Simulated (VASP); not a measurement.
```yaml
crystal:
  lattice:
    - [3.78477, 0.00000, 0.00000]
    - [0.00000, 3.78477, 0.00000]
    - [0.00000, 0.00000, 3.78477]
  atoms:
    - { symbol: Cu, position: [0.00000, 0.50000, 0.50000] }
    - { symbol: Cu, position: [0.50000, 0.00000, 0.50000] }
    - { symbol: Cu, position: [0.50000, 0.50000, 0.00000] }
    - { symbol: Au, position: [0.00000, 0.00000, 0.00000] }
```

Level of theory: RPBE GGA, VASP's PBE PAW potentials (set 64) (plane waves; VASP). Numerical set-up: 520 eV cut-off, 8×8×8 Γ-centred mesh, first-order Methfessel-Paxton smearing of 0.10 eV, potentials Cu Au.

Unless said otherwise, spin-orbit coupling is left out, though it shifts the bands of the heavy elements here.

Question: Estimate the energy per atom (σ→0), pressure, band gap (on the k-mesh) with the smallest direct gap where there is one.

Answer: 
```yaml
band gap (on the k-mesh): none (metal, semimetal or under 0.01 eV)
energy per atom (σ→0): -3.141 eV/atom
pressure: 4.54 GPa
```

Only differences to runs with the same potentials and settings are physical.

The compound is Cu3Au in the L1_2 structure. This cell is one point of a volume scan, at 0.97 of the reference volume.
